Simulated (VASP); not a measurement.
A convergence study with VASP on AgO (space group Cccm): one setting is varied, all else stays as given below, so the limit is that of these other settings.

```
CELL_PARAMETERS angstrom
      2.36392    -2.37756     0.00000
      2.36392     2.37756     0.00000
      0.00000     0.00000     5.65396
ATOMIC_POSITIONS crystal
  Ag 0.50000 0.00000 0.50000
  Ag 0.00000 0.50000 0.00000
  O  0.00000 0.00000 0.25000
  O  0.00000 0.00000 0.75000
```

Method: PBEsol GGA, VASP's PBE PAW potentials (set 64) (plane waves; VASP 6.6.1). The tightest run used: 700 eV cut-off, 14×14×8 Monkhorst-Pack mesh, first-order Methfessel-Paxton smearing of 0.10 eV, potentials Ag O.

Question: The settings run are 1×1×1 mesh; 2×2×1 mesh; 3×3×2 mesh; 4×4×2 mesh; 5×5×3 mesh; 6×6×4 mesh; 7×7×4 mesh; 8×8×5 mesh; 9×9×5 mesh; 10×10×6 mesh; 11×11×7 mesh; 12×12×7 mesh; 13×13×8 mesh; 14×14×8 mesh. From which on does the energy per atom stay within 0.002 eV/atom of the tightest run?

Answer: From 8×8×5 mesh on: it is off by 0.0001 there and by no more than 0.002 in any finer run, while 7×7×4 mesh is off by 0.0041.
```csv
setting,E (eV/atom),pressure (GPa),irreducible k-points,difference judged (eV/atom)
1×1×1 mesh,-3.8243,-13.84,1,0.5072
2×2×1 mesh,-4.3804,-11.32,2,0.0489
3×3×2 mesh,-4.3511,-11.05,4,0.0196
4×4×2 mesh,-4.3028,-10.37,6,0.0287
5×5×3 mesh,-4.3281,-10.68,18,0.0034
6×6×4 mesh,-4.3276,-10.50,24,0.0039
7×7×4 mesh,-4.3274,-10.57,32,0.0041
8×8×5 mesh,-4.3315,-10.54,60,0.0001
9×9×5 mesh,-4.3315,-10.56,75,0.0001
10×10×6 mesh,-4.3321,-10.56,90,0.0005
11×11×7 mesh,-4.3324,-10.57,144,0.0009
12×12×7 mesh,-4.3318,-10.57,168,0.0003
13×13×8 mesh,-4.3318,-10.57,196,0.0003
14×14×8 mesh,-4.3315,-10.58,224,0.0000
```

Left out are rungs that failed or repeat a setting and relaxations that didn't move; long series are thinned to 24 rows.

The structure comes from a computed database's AgO entry (Cccm); how it stands against other phases isn't given here. The cell was not relaxed at this level.
